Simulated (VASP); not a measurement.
# Mg2ZnTeS2: relaxation of cell and atoms with PBE

The system is Mg2ZnTeS2.

```
Mg Zn Te S
1.0
     4.13250    0.00000    0.00000
    -2.06625    3.57885    0.00000
     0.00000    0.00000   10.27604
Mg Zn Te S
2 1 1 2
Direct
  0.33333 0.66667 0.35823
  0.66667 0.33333 0.67145
  0.00000 0.00000 0.97722
  0.00000 0.00000 0.23530
  0.66667 0.33333 0.91087
  0.33333 0.66667 0.59706
```

The cell was built by a generator and needn't be a form met in nature.

| Property | Result |
| --- | --- |
| Program | VASP 6.6.1 |
| Task | relaxation of cell and atoms |
| Functional | PBE |
| Potentials or basis | VASP PAW PBE potentials, release 64 (Mg, Zn, Te, S) |
| Cutoff | 520 eV |
| k mesh | 8 × 8 × 4 |
| Occupations | gaussian, width 0.1 eV |
| Spin | no spin polarisation |
| Further INCAR settings | ALGO = Normal; EDIFF = 1e-07; IBRION = 2; POTIM = 0.3; EDIFFG = -0.005; NSW = 60; ISIF = 3 |

* Pressure after relaxing: 0.0 GPa
* Largest force after relaxing: 0.005 eV/Å
* Band gap on the k mesh: 0.44 eV, direct

Forces in eV/Å, atoms in the order of the input:
```
Mg   0.000  0.000 -0.002
Mg   0.000  0.000 -0.002
Zn   0.000  0.000  0.001
Te   0.000  0.000  0.000
S    0.000  0.000  0.005
S    0.000  0.000 -0.002
```

Final structure:
```
CELL_PARAMETERS angstrom
4.13250 0.00000 0.00000
-2.06625 3.57885 0.00000
0.00000 0.00000 10.27604
ATOMIC_POSITIONS crystal
Mg 0.33333 0.66667 0.35823
Mg 0.66667 0.33333 0.67145
Zn 0.00000 0.00000 0.97722
Te 0.00000 0.00000 0.23530
S 0.66667 0.33333 0.91087
S 0.33333 0.66667 0.59706
```

Levels at points of the mesh, in eV from the valence-band top:
```tsv
k point	band 15	band 16	band 17	band 18	band 19	band 20
(0.00, 0.00, 0.00)	-1.40	0.00	0.00	0.44	2.26	4.04
(0.50, 0.00, 0.00)	-2.54	-2.07	-0.90	1.97	2.43	3.42
(0.00, 0.00, 0.50)	-1.80	-0.01	-0.01	1.00	2.19	3.93
(0.50, 0.00, 0.50)	-2.58	-1.71	-0.88	2.03	2.50	3.02
```

Wall time 67 s on 4 MPI ranks on Intel(R) Xeon(R) Platinum 8488C (Sapphire Rapids), with other jobs on the host, peak memory 0.36 GiB a rank.

Caveat: the relaxation stopped at its first step, so nothing moved; spin-orbit coupling is left out, which moves the levels of the heavy elements. A k mesh can miss the band edges.
